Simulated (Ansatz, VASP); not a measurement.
## MoW3: VASP beside Ansatz

```
CELL_PARAMETERS angstrom
-1.91791 1.91791 4.28416
1.91791 -1.91791 4.28416
1.91791 1.91791 -4.28416
ATOMIC_POSITIONS crystal
Mo 0.00000 0.00000 0.00000
W 0.50000 0.50000 0.00000
W 0.25000 0.75000 0.50000
W 0.75000 0.25000 0.50000
```

Alike in both runs: task relaxation of cell and atoms; functional PBE; k mesh 6 × 6 × 6; occupations gaussian, width 0.1 eV; no spin polarisation.

```csv
,VASP,Ansatz
version,VASP 6.6.1,Ansatz 0.2.0
potentials or method,"VASP PAW PBE potentials, release 64 (Mo_sv, W_sv)","scalar-relativistic, plane waves, PAW"
plane-wave cutoff (eV),600,420
valence electrons in the cell,56,56
```

|  | VASP | Ansatz | Ansatz less VASP |
| --- | --- | --- | --- |
| gap on the k mesh at the Fermi level, each at its own relaxed structure (eV) | none | none | - |
| relaxed volume (Å³/atom) | 16.42 | 16.39 | -0.024 |
| relaxed cell length with the largest relative difference (Å) | 5.303 | 5.296 | -0.0066 |
| energy change over the relaxation (meV/atom) | -52 | -50 | +1.6 |

A gap of «none» marks a metal or a gap that the smearing closes.

Caveats: the k mesh is coarse (spacing up to 0.39 Å⁻¹), so the values aren't converged. Spin-orbit coupling is left out, which matters for the levels of W.
